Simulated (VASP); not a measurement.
Here is the system:

```xyz
3
Lattice="1.5973 -2.7667 0.0000 1.5973 2.7667 0.0000 0.0000 0.0000 3.4821" Properties=species:S:1:pos:R:3 pbc="T T T"
Hf     0.0000     0.0000     0.0000
B      1.5973     0.9222     1.7411
B      1.5973    -0.9222     1.7411
```

Method: r2SCAN meta-GGA, VASP's PBE PAW potentials (set 64) (plane waves; VASP 6.6.1). Numerical set-up: 600 eV cut-off, 10×10×8 Γ-centred mesh, first-order Methfessel-Paxton smearing of 0.10 eV, potentials Hf_pv B.

Give the stress tensor in GPa (positive for a compressed cell).

```
-12.71    0.00    0.00
  0.00  -12.71    0.00
  0.00    0.00   -4.66
```
The pressure is its mean diagonal, -10.02 GPa.

The compound is HfB2 in the AlB2 type structure. This cell was strained or had an atom moved on purpose.
